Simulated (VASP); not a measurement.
Method: r2SCAN meta-GGA, VASP's PBE PAW potentials (set 64) (plane waves; VASP).

A VASP calculation is set up with these files.

### INCAR
```
# general
SYSTEM  = Sc
PREC    = Accurate
ENCUT   = 480   # plane-wave cut-off (eV)
LREAL   = .FALSE.
LASPH   = .TRUE.

# electronic loop
EDIFF   = 1E-7
NELM    = 100   # most electronic steps
ALGO    = Normal   # blocked Davidson
LMAXMIX = 4
LMIXTAU = .TRUE.

# smearing
ISMEAR  = 1   # Methfessel-Paxton
SIGMA   = 0.1

# functional
METAGGA = R2SCAN

# ions
IBRION  = 2   # conjugate gradients
NSW     = 30   # most ionic steps
ISIF    = 2   # forces and stress, cell fixed
EDIFFG  = -0.01

# output
LWAVE   = .FALSE.
LCHARG  = .FALSE.
```

### KPOINTS
```
Automatic
0
gamma
  12 12 8
0 0 0
```

**POSCAR**
```
Sc
1
    1.6659464631    -2.8855038285     0.0000000000
    1.6659464631     2.8855038285     0.0000000000
    0.0000000000     0.0000000000     5.2393419134
Sc
2
Direct
  0.3333330000   0.6666670000   0.2500000000
  0.6666670000   0.3333330000   0.7500000000
```

POTCAR, in this order: Sc_sv (PBE.64 set). Program: vasp_std.

The resulting files:

### OUTCAR
```
 ion  position               nearest neighbor table
   1  0.333  0.667  0.250-   2 3.25   2 3.25   2 3.25   2 3.25   2 3.25   2 3.25
   2  0.667  0.333  0.750-   1 3.25   1 3.25   1 3.25   1 3.25   1 3.25   1 3.25
  LATTYP: Found a hexagonal cell.
 ALAT       =     3.3318928497
 C/A-ratio  =     1.5724821144
 Subroutine PRICEL returns:
 Original cell was already a primitive cell.
 Subroutine GETGRP returns: Found 24 space group operations
The static configuration has the point symmetry D_3d.
 The point group associated with its full space group is D_6h.
The dynamic configuration has the point symmetry D_3d.
 Subroutine INISYM returns: Found 24 space group operations
 Subroutine IBZKPT returns following result:
 Found     95 irreducible k-points:

 Following reciprocal coordinates:
            Coordinates               Weight
  0.000000  0.000000  0.000000      1.000000
  0.083333  0.000000  0.000000      6.000000
  0.166667  0.000000  0.000000      6.000000
  0.250000  0.000000  0.000000      6.000000
  0.333333  0.000000  0.000000      6.000000
  0.416667  0.000000  0.000000      6.000000
  0.500000  0.000000  0.000000      3.000000
  0.083333  0.083333  0.000000      6.000000
  0.166667  0.083333  0.000000     12.000000
  0.250000  0.083333  0.000000     12.000000
  0.333333  0.083333  0.000000     12.000000
  0.416667  0.083333  0.000000     12.000000
  0.166667  0.166667  0.000000      6.000000
  0.250000  0.166667  0.000000     12.000000
  0.333333  0.166667  0.000000     12.000000
  0.416667  0.166667  0.000000      6.000000
  0.250000  0.250000  0.000000      6.000000
  0.333333  0.250000  0.000000     12.000000
  0.333333  0.333333  0.000000      2.000000
  0.000000  0.000000  0.125000      2.000000
  0.083333  0.000000  0.125000     12.000000
  0.166667  0.000000  0.125000     12.000000
...
```

OSZICAR:
```
       N       E                     dE             d eps       ncg     rms          rms(c)
DAV:   1     0.375486728100E+03    0.37549E+03   -0.11040E+04  2850   0.149E+03
DAV:   2    -0.482843143431E+01   -0.38032E+03   -0.37414E+03  4094   0.682E+02
DAV:   3    -0.284302001761E+02   -0.23602E+02   -0.22782E+02  4778   0.198E+02
DAV:   4    -0.289506420482E+02   -0.52044E+00   -0.51097E+00  4414   0.245E+01
DAV:   5    -0.289596001854E+02   -0.89581E-02   -0.89426E-02  4772   0.328E+00    0.964E+00
DAV:   6    -0.236018451953E+02    0.53578E+01   -0.73640E+00  3235   0.440E+01    0.202E+00
DAV:   7    -0.216393545484E+02    0.19625E+01   -0.14294E+00  3733   0.112E+01    0.990E-01
DAV:   8    -0.232077907655E+02   -0.15684E+01   -0.71056E-01  3431   0.710E+00    0.681E-01
DAV:   9    -0.227639100144E+02    0.44388E+00   -0.44510E-01  2850   0.783E+00    0.287E-01
DAV:  10    -0.226858294031E+02    0.78081E-01   -0.62233E-02  3785   0.358E+00    0.198E-01
DAV:  11    -0.227326871292E+02   -0.46858E-01   -0.88039E-03  3726   0.114E+00    0.161E-01
DAV:  12    -0.227082468058E+02    0.24440E-01   -0.19513E-02  2878   0.160E+00    0.430E-02
DAV:  13    -0.227121138293E+02   -0.38670E-02   -0.18629E-03  4569   0.651E-01    0.479E-02
DAV:  14    -0.227118852920E+02    0.22854E-03   -0.28842E-05  3895   0.651E-02    0.487E-02
DAV:  15    -0.227106075168E+02    0.12778E-02   -0.21104E-04  3417   0.115E-01    0.260E-02
DAV:  16    -0.227105217276E+02    0.85789E-04   -0.25631E-04  2948   0.189E-01    0.144E-02
DAV:  17    -0.227105072886E+02    0.14439E-04   -0.13808E-05  4723   0.606E-02    0.132E-02
DAV:  18    -0.227103580789E+02    0.14921E-03   -0.91347E-05  3130   0.780E-02    0.577E-03
DAV:  19    -0.227103833761E+02   -0.25297E-04   -0.13416E-05  4570   0.465E-02    0.445E-03
DAV:  20    -0.227103391810E+02    0.44195E-04   -0.15772E-05  3564   0.454E-02    0.229E-03
DAV:  21    -0.227103440887E+02   -0.49078E-05   -0.10151E-06  3879   0.154E-02    0.102E-03
DAV:  22    -0.227103441189E+02   -0.30123E-07   -0.35550E-07  2594   0.526E-03
   1 F= -.22710344E+02 E0= -.22710335E+02  d E =-.227103E+02
```

OUTCAR:
```
------------------------ aborting loop because EDIFF is reached ----------------------------------------
  FORCE on cell =-STRESS in cart. coord.  units (eV):
  Direction    XX          YY          ZZ          XY          YZ          ZX
  --------------------------------------------------------------------------------------
  Total       -0.0717609     -0.0717609     -0.3001779      0.0000000      0.0000000     -0.0000000
  in kB       -2.2824901     -2.2824900     -9.5477236      0.0000000      0.0000000     -0.0000000
  external PRESSURE =      -4.7042346 kB  Pullay stress =       0.0000000 kB
  volume of cell :       50.37
      direct lattice vectors                 reciprocal lattice vectors
     1.665946463 -2.885503829  0.000000000     0.300129693 -0.173279964  0.000000000
     1.665946463  2.885503829  0.000000000     0.300129693  0.173279964  0.000000000
     0.000000000  0.000000000  5.239341913     0.000000000  0.000000000  0.190863665
 POSITION                                       TOTAL-FORCE (eV/Angst)
 -----------------------------------------------------------------------------------
      1.66595      0.96184      1.30984         0.000000      0.000000      0.000000
      1.66595     -0.96184      3.92951        -0.000000     -0.000000      0.000000
 -----------------------------------------------------------------------------------
    total drift:                               -0.000126      0.000695     -0.000014
  FREE ENERGIE OF THE ION-ELECTRON SYSTEM (eV)
  ---------------------------------------------------
  free  energy   TOTEN  =       -22.7103441189 eV

  energy  without entropy=      -22.7103157220  energy(sigma->0) =      -22.71033465

 reached required accuracy - stopping structural energy minimisation
```
(Selected blocks of OUTCAR.)

The compound is Sc in the hcp structure. This cell was strained or had an atom moved on purpose.
